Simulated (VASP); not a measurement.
Runs of VASP 6.6.1 on ZnSe. The structure is cubic, space group F-43m (No. 216). The conventional cell has a = 5.668 Å, b = 5.668 Å, c = 5.668 Å, α = 90.00°, β = 90.00°, γ = 90.00°. Zn (site symmetry -43m) has 4 Se at 2.45 Å as nearest neighbours. Se (site symmetry -43m) has 4 Zn at 2.45 Å as nearest neighbours. 

```csv
k mesh,cutoff (eV),mesh quality,gap on the mesh (eV),pressure (GPa)
8 × 8 × 8,300,not flagged,1.29,-
14 × 14 × 14,520,not flagged,1.29,2.3
4 × 4 × 4,520,coarse,1.28,(a)
8 × 8 × 8,350,not flagged,1.29,2.1
8 × 8 × 8,400,not flagged,1.29,2.1
8 × 8 × 8,520,not flagged,1.29,2.3
10 × 10 × 10,520,not flagged,1.29,2.3
8 × 8 × 8,700,not flagged,1.29,2.3
```

Alike in all rows: task single point; level PBE; potentials or basis VASP PAW PBE potentials, release 64 (Zn, Se); no spin polarisation; cell as given; smearing gaussian 0.02 eV.

Q: Estimate the missing entries.

A: (a) 2.7.

Caveats: some runs use coarse meshes; the cutoff is under 1.25 times the usual one of these potentials, so pressure, stress and relaxed cells hold a basis-set (Pulay) error (some runs).

A k mesh can miss the band edges, and the runs leave out spin-orbit coupling on Se.
